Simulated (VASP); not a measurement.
Crystal: As.

```xyz
2
Lattice="1.8808 1.0859 3.5141 -1.8808 1.0859 3.5141 0.0000 -2.1718 3.5141" Properties=species:S:1:pos:R:3 pbc="T T T"
As    0.0000    0.0000    8.1597
As    0.0000    0.0000    2.3825
```

| Property | Result |
| --- | --- |
| Program | VASP 6.6.1 |
| Task | relaxation of cell and atoms |
| Functional | PBE |
| Potentials or basis | VASP PAW PBE potentials, release 64 (As) |
| Cutoff | 520 eV |
| k mesh | 14 × 14 × 14 |
| Occupations | gaussian, width 0.1 eV |
| Spin | no spin polarisation |

At the start: pressure 4.1 GPa; volume 21.53 Å³/atom.

Q: How do energy, volume and symmetry change on relaxing?

A: Over 11 steps the energy falls by 15.1 meV/atom and the volume is 22.64 Å³/atom (+5.2 %); space group R-3m (No. 166, to 0.05 Å).

The path:
| step | energy change (eV) | largest force (eV/Å) | pressure (GPa) | volume (Å³) |
| --- | --- | --- | --- | --- |
| 1 | 0.0000 | 0.4874 | 4.11 | 43.06 |
| 2 | -0.0111 | 0.3908 | -2.69 | 46.60 |
| 3 | -0.0297 | 0.0282 | 0.05 | 44.97 |
| 4 | -0.0297 | 0.0186 | 0.12 | 44.93 |
| 5 | -0.0298 | 0.0100 | 0.10 | 44.99 |
| 6 | -0.0299 | 0.0162 | 0.04 | 45.15 |
| 7 | -0.0300 | 0.0003 | -0.03 | 45.22 |
| 8 | -0.0300 | 0.0180 | -0.11 | 45.29 |
| 9 | -0.0301 | 0.0166 | -0.07 | 45.29 |
| 10 | -0.0301 | 0.0147 | 0.01 | 45.28 |
| 11 | -0.0301 | 0.0079 | 0.04 | 45.28 |

Final structure:
```
CELL_PARAMETERS angstrom
1.90754 1.10132 3.59256
-1.90754 1.10132 3.59256
0.00000 -2.20264 3.59256
ATOMIC_POSITIONS crystal
As 0.77333 0.77333 0.77333
As 0.22667 0.22667 0.22667
```
